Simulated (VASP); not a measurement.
```
CELL_PARAMETERS angstrom
      4.36224     0.00000     0.00000
      0.00000     4.36224     0.00000
      0.00000     0.00000     2.84162
ATOMIC_POSITIONS crystal
  Mn 0.00000 0.00000 0.00000
  Mn 0.50000 0.50000 0.50000
  O  0.30330 0.30330 0.00000
  O  0.80330 0.19670 0.50000
  O  0.19670 0.80330 0.50000
  O  0.69670 0.69670 0.00000
```
Starting moments (μB, in the order of the record's atoms Mn Mn O O O O): 2.5 -2.5 0.0 0.0 0.0 0.0.

Computed with PBE GGA, VASP's PBE PAW potentials (set 64) (plane waves; VASP). Run with 620 eV cut-off, 7×7×11 Γ-centred mesh, first-order Methfessel-Paxton smearing of 0.10 eV, potentials Mn_pv O.

Q: Predict the cell moment, energy per atom (σ→0), pressure, band gap (on the k-mesh) with the smallest direct gap where there is one.

A: 
```yaml
band gap (on the k-mesh): none (metal, semimetal or under 0.01 eV)
cell_moment: 0.00 μB
energy per atom (σ→0): -769.6 kJ/mol of atoms
pressure: 10.15 GPa
```

Q: Give the moment on each site (PAW-sphere projection).

A: 
| site | moment (μB) |
|---|---|
| Mn1 | 2.46 |
| Mn2 | -2.46 |
| O3 | -0.05 |
| O4 | 0.05 |
| O5 | 0.05 |
| O6 | -0.05 |

Only differences to runs with the same potentials and settings are physical.

The compound is MnO2 in the rutile structure. It was relaxed first under an external pressure of 10 GPa.
